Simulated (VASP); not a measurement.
Energy against volume of Ti (hcp). All values below come from RPBE GGA, VASP's PBE PAW potentials (set 64) (plane waves; VASP). Settings: 520 eV cut-off, 14×14×8 Γ-centred mesh, first-order Methfessel-Paxton smearing of 0.10 eV, potentials Ti_sv.

Shape and ions are relaxed at each volume.

| V (Å³/atom) | E (eV/atom) |
|---|---|
| 16.774 | -7.41645 |
| 17.309 | -7.43436 |
| 17.845 | -7.44006 |
| 18.380 | -7.43517 |

Question: Fit these four points and predict the energy of the run at 18.916 Å³/atom.

Answer: A cubic in V^(−2/3), the third-order Birch-Murnaghan form, passes through the four points with V0 = 17.85 Å³/atom and B0 = 105 GPa, and gives -7.4211 eV/atom there. The run gave -7.4211 eV/atom, +0.0 meV/atom from the fit; all five points give B0 = 105 GPa.

The compound is Ti in the hcp structure. It was relaxed first.
